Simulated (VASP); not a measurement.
Computed with PBEsol GGA, VASP's PBE PAW potentials (set 64) (plane waves; VASP 6.6.1).

VASP ran on this input.

### KPOINTS
```
kpoints
0
gamma
 6 6 3
```

**POSCAR**
```
SnGeSe2
1
    3.9848397678     0.0000000000     0.0000000000
    0.0000000000     4.3378219045     0.0000000000
    0.0000000000     0.0000000000    11.0999585807
Sn Ge Se
2 2 4
Direct
  0.5000000000   0.3461357077   0.3910446973
  0.5000000000   0.6538642923   0.8910446973
  0.0000000000   0.1359006843   0.6229651588
  0.0000000000   0.8640993157   0.1229651588
  0.0000000000   0.2208864565   0.8480348738
  0.0000000000   0.7791135435   0.3480348738
  0.5000000000   0.2490978870   0.1379552701
  0.5000000000   0.7509021130   0.6379552701
```

INCAR:
```
SYSTEM = SnGeSe2
PREC = Accurate
ENCUT = 400
EDIFF = 1E-7
NELM = 100
ALGO = Normal
LREAL = .FALSE.
LASPH = .TRUE.
ISMEAR = -5
GGA = PS
LMAXMIX = 4
LWAVE = .FALSE.
LCHARG = .TRUE.
LORBIT = 11
NEDOS = 601
ISIF = 2
LEFG = .TRUE.
```

POTCAR, in this order: Sn_d Ge_d Se (PBE.64 set). Program: vasp_std.

Output

File OSZICAR:
```
       N       E                     dE             d eps       ncg     rms          rms(c)
DAV:   1     0.810076972144E+03    0.81008E+03   -0.32246E+04  3728   0.257E+03
DAV:   2     0.130047535502E+03   -0.68003E+03   -0.65250E+03  3080   0.787E+02
DAV:   3    -0.250600029547E+02   -0.15511E+03   -0.14892E+03  3576   0.223E+02
DAV:   4    -0.365721348969E+02   -0.11512E+02   -0.11377E+02  3664   0.690E+01
DAV:   5    -0.369130207364E+02   -0.34089E+00   -0.34059E+00  3464   0.122E+01    0.663E+00
DAV:   6    -0.364425978477E+02    0.47042E+00   -0.89010E-01  4336   0.552E+00    0.408E+00
DAV:   7    -0.364122095296E+02    0.30388E-01   -0.40301E-01  4072   0.260E+00    0.112E+00
DAV:   8    -0.364054361739E+02    0.67734E-02   -0.52782E-02  4176   0.158E+00    0.252E-01
DAV:   9    -0.364054497873E+02   -0.13613E-04   -0.54943E-03  3776   0.494E-01    0.826E-02
DAV:  10    -0.364054551334E+02   -0.53462E-05   -0.44463E-04  4080   0.122E-01    0.353E-02
DAV:  11    -0.364054711355E+02   -0.16002E-04   -0.96188E-05  4144   0.584E-02    0.136E-02
DAV:  12    -0.364054657879E+02    0.53476E-05   -0.26235E-05  4136   0.308E-02    0.436E-03
DAV:  13    -0.364054658950E+02   -0.10708E-06   -0.33395E-06  3600   0.114E-02    0.115E-03
DAV:  14    -0.364054658653E+02    0.29755E-07   -0.19733E-07  2624   0.317E-03
   1 F= -.36405466E+02 E0= -.36405466E+02  d E =0.000000E+00
```

File OUTCAR:
```
------------------------ aborting loop because EDIFF is reached ----------------------------------------
  FORCE on cell =-STRESS in cart. coord.  units (eV):
  Direction    XX          YY          ZZ          XY          YZ          ZX
  --------------------------------------------------------------------------------------
  Total        0.0847812      0.1835282     -0.2150518      0.0000000      0.0000000      0.0000000
  in kB        0.7079555      1.5325316     -1.7957659      0.0000000      0.0000000      0.0000000
  external PRESSURE =       0.1482404 kB  Pullay stress =       0.0000000 kB
  volume of cell :      191.87
      direct lattice vectors                 reciprocal lattice vectors
     3.984839768  0.000000000  0.000000000     0.250951119  0.000000000  0.000000000
     0.000000000  4.337821905  0.000000000     0.000000000  0.230530442  0.000000000
     0.000000000  0.000000000 11.099958581     0.000000000  0.000000000  0.090090426
 POSITION                                       TOTAL-FORCE (eV/Angst)
 -----------------------------------------------------------------------------------
      1.99242      1.50148      4.34058         0.000000     -0.011881      0.005676
      1.99242      2.83635      9.89056         0.000000      0.011881      0.005676
      0.00000      0.58951      6.91489         0.000000      0.010530     -0.026440
      0.00000      3.74831      1.36491         0.000000     -0.010530     -0.026440
      0.00000      0.95817      9.41315         0.000000      0.011666      0.020795
      0.00000      3.37966      3.86317         0.000000     -0.011666      0.020795
      1.99242      1.08054      1.53130         0.000000      0.036166     -0.000030
      1.99242      3.25728      7.08128         0.000000     -0.036166     -0.000030
 -----------------------------------------------------------------------------------
    total drift:                                0.000000      0.000000     -0.005461
  FREE ENERGIE OF THE ION-ELECTRON SYSTEM (eV)
  ---------------------------------------------------
  free  energy   TOTEN  =       -36.4054658653 eV

  energy  without entropy=      -36.4054658653  energy(sigma->0) =      -36.40546587

 total charge

# of ion       s       p       d       tot
------------------------------------------
    1        1.352   0.741  10.004  12.097
    2        1.352   0.741  10.004  12.097
    3        1.296   0.822  10.026  12.144
    4        1.296   0.822  10.026  12.144
    5        1.475   2.321   0.033   3.829
    6        1.475   2.321   0.033   3.829
    7        1.477   2.293   0.030   3.801
    8        1.477   2.293   0.030   3.801
--------------------------------------------------
tot         11.199  12.355  40.187  63.741

 Electric field gradients after diagonalization (V/A^2)
 (convention: |V_zz| > |V_xx| > |V_yy|)
----------------------------------------------------------------------
 ion       V_xx      V_yy      V_zz     asymmetry (V_yy - V_xx)/ V_zz
----------------------------------------------------------------------
   1      50.806    12.034   -62.840       0.617
   2      50.806    12.034   -62.840       0.617
   3      38.732    24.921   -63.653       0.217
   4      38.732    24.921   -63.653       0.217
   5     -40.984   -19.155    60.140       0.363
   6     -40.984   -19.155    60.140       0.363
   7      81.939    12.657   -94.596       0.732
   8      81.939    12.657   -94.596       0.732
```
(Selected blocks of OUTCAR.)

Without a dispersion term in the relaxation, distances and binding between the weakly bound layers, chains or molecules are unreliable, and so is what depends on them.

The structure comes from a computed database's SnGeSe2 entry (Pmc2_1); how it stands against other phases isn't given here. It was relaxed first, which changed the volume by -9 %.
